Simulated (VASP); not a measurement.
Crystal: GeCN2.

```
CELL_PARAMETERS angstrom
1.79379 1.03565 4.92196
-1.79379 1.03565 4.92196
0.00000 -2.07129 4.92196
ATOMIC_POSITIONS crystal
Ge 0.00000 0.00000 0.00000
N 0.58390 0.58390 0.58390
N 0.41610 0.41610 0.41610
C 0.50000 0.50000 0.50000
```

The cell comes from a database or a generator and needn't be the stable form of this composition.

```yaml
Program: VASP 6.6.1
Task: relaxation of cell and atoms
Functional: PBEsol
Potentials_or_basis: VASP PAW PBE potentials, release 64 (Ge_d, N, C)
Cutoff: 600 eV
k_mesh: 8 × 8 × 8
Occupations: gaussian, width 0.02 eV
Spin: no spin polarisation
```

At the start: pressure -3.3 GPa; volume 13.72 Å³/atom.

**Question.** Where does the relaxation end?

**Answer.** Over 17 steps the energy falls by 8.8 meV/atom and the volume is 12.95 Å³/atom (-5.6 %); space group R-3m (No. 166, to 0.05 Å).

The path:
```csv
step,energy change (eV),largest force (eV/Å),pressure (GPa),volume (Å³)
1,0.0000,0.1840,-3.30,54.86
2,-0.0283,0.4713,0.32,52.65
3,-0.0289,0.5193,0.70,52.29
4,-0.0178,1.1122,-1.86,51.48
5,-0.0334,0.0691,0.12,52.01
6,-0.0334,0.0514,-0.08,52.02
7,-0.0338,0.0426,0.01,52.00
8,-0.0347,0.0131,-0.11,51.93
9,-0.0349,0.0480,-0.10,51.80
10,-0.0350,0.0247,-0.01,51.85
11,-0.0349,0.1043,-0.34,51.84
12,-0.0350,0.0001,-0.15,51.85
13,-0.0351,0.0271,-0.06,51.81
14,-0.0351,0.0154,-0.17,51.82
15,-0.0351,0.0198,-0.09,51.82
16,-0.0351,0.0210,0.04,51.79
17,-0.0351,0.0041,-0.07,51.80
```

Final structure:
```
CELL_PARAMETERS angstrom
1.74845 1.00947 4.89126
-1.74845 1.00947 4.89126
0.00000 -2.01894 4.89126
ATOMIC_POSITIONS crystal
Ge 0.00000 0.00000 0.00000
N 0.58444 0.58444 0.58444
N 0.41556 0.41556 0.41556
C 0.50000 0.50000 0.50000
```

Caveat: the standard files for N, O and F lose accuracy on very short bonds; the PAW data sets were made with another functional, which shifts forces and pressure a little.
